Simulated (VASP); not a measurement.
Level of theory: PBEsol GGA, VASP's PBE PAW potentials (set 64) (plane waves; VASP).

VASP input:

POSCAR:
```
SnSe2 monolayer
1.0
  3.8044623661   0.0000000000   0.0000000000
 -1.9022311829   3.2947612685   0.0000000000
  0.0000000000   0.0000000000  19.5956731232
Se Sn
2 1
Cart
  1.9022330853   1.0982526579   8.2092944238
 -0.0000019021   2.1965086106  11.3863786994
  0.0000000000   0.0000000000   9.7978365616
```

INCAR:
```
ALGO = Normal
EDIFF = 1E-6
ENCUT = 400
GGA = PS
ISMEAR = 0
LASPH = .True.
LCHARG = .False.
LMAXMIX = 4
LORBIT = 11
LREAL = .False.
LVHAR = .True.
LWAVE = .False.
NELM = 100
NELMIN = 4
PREC = Normal
SIGMA = 0.05
SYSTEM = SnSe2 monolayer
```

**KPOINTS**
```
Automatic mesh
0
gamma
 12 12 1
```

POTCAR, in this order: Se Sn_d (PBE.64 set). Program: vasp_std. Read from the step before: WAVECAR.

Output of the run:

**OUTCAR**
```
 ion  position               nearest neighbor table
   1  0.667  0.333  0.419-   3 2.71   3 2.71   3 2.71
   2  0.333  0.667  0.581-   3 2.71   3 2.71   3 2.71
   3  0.000  0.000  0.500-   1 2.71   2 2.71   1 2.71   2 2.71   1 2.71   2 2.71
  LATTYP: Found a hexagonal cell.
 ALAT       =     3.8044623661
 C/A-ratio  =     5.1507075738
 Subroutine PRICEL returns:
 Original cell was already a primitive cell.
 Subroutine GETGRP returns: Found 12 space group operations
The static configuration has the point symmetry D_3d.
The dynamic configuration has the point symmetry D_3d.
 Subroutine INISYM returns: Found 12 space group operations
 Subroutine IBZKPT returns following result:
 Found     19 irreducible k-points:

 Following reciprocal coordinates:
            Coordinates               Weight
  0.000000  0.000000  0.000000      1.000000
  0.083333  0.000000  0.000000      6.000000
  0.166667  0.000000  0.000000      6.000000
  0.250000  0.000000  0.000000      6.000000
  0.333333  0.000000  0.000000      6.000000
  0.416667  0.000000  0.000000      6.000000
  0.500000  0.000000  0.000000      3.000000
  0.083333  0.083333  0.000000      6.000000
  0.166667  0.083333  0.000000     12.000000
  0.250000  0.083333  0.000000     12.000000
  0.333333  0.083333  0.000000     12.000000
  0.416667  0.083333  0.000000     12.000000
  0.166667  0.166667  0.000000      6.000000
  0.250000  0.166667  0.000000     12.000000
  0.333333  0.166667  0.000000     12.000000
  0.416667  0.166667  0.000000      6.000000
  0.250000  0.250000  0.000000      6.000000
  0.333333  0.250000  0.000000     12.000000
  0.333333  0.333333  0.000000      2.000000
   k-points           NKPTS =     19   k-points in BZ     NKDIM =     19   number of bands    NBANDS=     17
   number of dos      NEDOS =    301   number of ions     NIONS =      3
   total plane-waves  NPLWV =  38400
   dimension x,y,z NGX =    20 NGY =   20 NGZ =   96
   dimension x,y,z NGXF=    40 NGYF=   40 NGZF=  192
   ions per type =               2   1
   PREC   = normal    normal or accurate (medium, high low for compatibility)
   ISTART =      1    job   : 0-new  1-cont  2-samecut
   ICHARG =      0    charge: 1-file 2-atom 10-const
   ISPIN  =      1    spin polarized calculation?
   LNONCOLLINEAR =      F non collinear calculations
   LSORBIT =      F    spin-orbit coupling
   INIWAV =      1    electr: 0-lowe 1-rand  2-diag
   ENCUT  =  400.0 eV  29.40 Ry    5.42 a.u.   6.20  6.20 31.96*2*pi/ulx,y,z
   NELM   =    100;   NELMIN=  4; NELMDL=  0     # of ELM steps
   EDIFF  = 0.1E-05   stopping-criterion for ELM
   LREAL  =      F    real-space projection
   NLSPLINE    = F    spline interpolate recip. space projectors
   LMAXMIX     =    4 max onsite mixed and CHGCAR
   VOSKOWN=      0    Vosko Wilk Nusair interpolation
   EDIFFG = 0.1E-04   stopping-criterion for IOM
   NSW    =      0    number of steps for IOM
   NBLOCK =      1;   KBLOCK =      1    inner block; outer block
   IBRION =     -1    ionic relax: 0-MD 1-quasi-New 2-CG
   NFREE  =      0    steps in history (QN), initial steepest desc. (CG)
   ISIF   =      2    stress and relaxation
   ISYM   =      2    0-nonsym 1-usesym 2-fastsym
   TEIN   =    0.0    initial temperature
   TEBEG  =    0.0;   TEEND  =   0.0 temperature during run
   SMASS  =  -3.00    Nose mass-parameter (am)
   PSTRESS=    0.0 pullay stress
   NELECT =      26.0000    total number of electrons
   EFERMI =   0.00;   METHOD = LEGACY
   ISMEAR =     0;   SIGMA  =   0.05  broadening in eV -4-tet -1-fermi 0-gaus
   IALGO  =     38    algorithm
   LDIAG  =      T    sub-space diagonalisation (order eigenvalues)
   IMIX   =      4    mixing-type and parameters
     AMIX     =   0.40;   BMIX     =  1.00
...
```

OSZICAR:
```
       N       E                     dE             d eps       ncg     rms          rms(c)
DAV:   1    -0.129253420819E+02   -0.12925E+02   -0.16622E-03   724   0.716E-01    0.614E-03
DAV:   2    -0.129253397581E+02    0.23238E-05   -0.67278E-06   894   0.222E-02    0.183E-03
DAV:   3    -0.129253390062E+02    0.75184E-06   -0.13940E-06   698   0.693E-03    0.115E-03
DAV:   4    -0.129253387234E+02    0.28285E-06   -0.30937E-07   650   0.396E-03
   1 F= -.12925339E+02 E0= -.12925339E+02  d E =-.106710E-17
```

OUTCAR:
```
------------------------ aborting loop because EDIFF is reached ----------------------------------------
  FORCE on cell =-STRESS in cart. coord.  units (eV):
  Direction    XX          YY          ZZ          XY          YZ          ZX
  --------------------------------------------------------------------------------------
  Total       -0.0468438     -0.0468438     -0.0431528     -0.0000000      0.0000000      0.0000000
  in kB       -0.3055521     -0.3055522     -0.2814764     -0.0000000      0.0000000      0.0000000
  external PRESSURE =      -0.2975269 kB  Pullay stress =       0.0000000 kB
  volume of cell :      245.63
      direct lattice vectors                 reciprocal lattice vectors
     3.804462366  0.000000000  0.000000000     0.262849229  0.151756063  0.000000000
    -1.902231183  3.294761268  0.000000000     0.000000000  0.303512127  0.000000000
     0.000000000  0.000000000 19.595673123     0.000000000  0.000000000  0.051031674
 POSITION                                       TOTAL-FORCE (eV/Angst)
 -----------------------------------------------------------------------------------
      1.90223      1.09825      8.20929        -0.000000     -0.000000      0.003562
     -0.00000      2.19651     11.38638         0.000000      0.000000     -0.003562
      0.00000      0.00000      9.79784        -0.000000      0.000000      0.000000
 -----------------------------------------------------------------------------------
    total drift:                               -0.000000     -0.000000      0.000000
  FREE ENERGIE OF THE ION-ELECTRON SYSTEM (eV)
  ---------------------------------------------------
  free  energy   TOTEN  =       -12.9253387234 eV

  energy  without entropy=      -12.9253387234  energy(sigma->0) =      -12.92533872

 total charge

# of ion       s       p       d       tot
------------------------------------------
    1        1.484   2.303   0.026   3.813
    2        1.484   2.303   0.026   3.813
    3        1.054   1.033  10.103  12.190
--------------------------------------------------
tot          4.023   5.639  10.155  19.817
```
(Selected blocks of OUTCAR.)

OUTCAR:
```
 val. band max:       -2.8544166734   @ k =   0.0833   0.0000   0.0000

 cond. band min:      -2.1081444074   @ k =   0.5000   0.0000   0.0000


 Fermi energy:        -2.5585131195

 k-point     1 :       0.0000    0.0000    0.0000
  band No.  band energies     occupation
      1     -23.9196      2.00000
      2     -23.9196      2.00000
      3     -23.8786      2.00000
      4     -23.8670      2.00000
      5     -23.8670      2.00000
      6     -16.5011      2.00000
      7     -15.1231      2.00000
      8      -8.5551      2.00000
      9      -4.0545      2.00000
     10      -3.3266      2.00000
     11      -3.3265      2.00000
     12      -2.9205      2.00000
     13      -2.9205      2.00000
     14      -1.2278      0.00000
     15       0.1832      0.00000
     16       1.7529      0.00000
     17       1.7529      0.00000

 k-point     2 :       0.0833    0.0000    0.0000
  band No.  band energies     occupation
      1     -23.9225      2.00000
      2     -23.9168      2.00000
      3     -23.8766      2.00000
      4     -23.8691      2.00000
      5     -23.8669      2.00000
      6     -16.4325      2.00000
      7     -15.0738      2.00000
      8      -8.5674      2.00000
      9      -4.0405      2.00000
     10      -3.9674      2.00000
     11      -3.5689      2.00000
     12      -3.3105      2.00000
     13      -2.8544      2.00000
     14      -0.8254      0.00000
     15       0.6482      0.00000
     16       1.5845      0.00000
     17       1.9227      0.00000

 k-point     3 :       0.1667    0.0000    0.0000
  band No.  band energies     occupation
      1     -23.9311      2.00000
      2     -23.9096      2.00000
      3     -23.8755      2.00000
      4     -23.8694      2.00000
      5     -23.8660      2.00000
      6     -16.2315      2.00000
      7     -14.9370      2.00000
      8      -8.6431      2.00000
      9      -5.0900      2.00000
     10      -4.1517      2.00000
     11      -4.0111      2.00000
...
```

Unless said otherwise, spin-orbit coupling is left out, though it shifts the bands of the heavy elements here.

The cell is a sheet with vacuum, built from SnSe2 (1T layered).
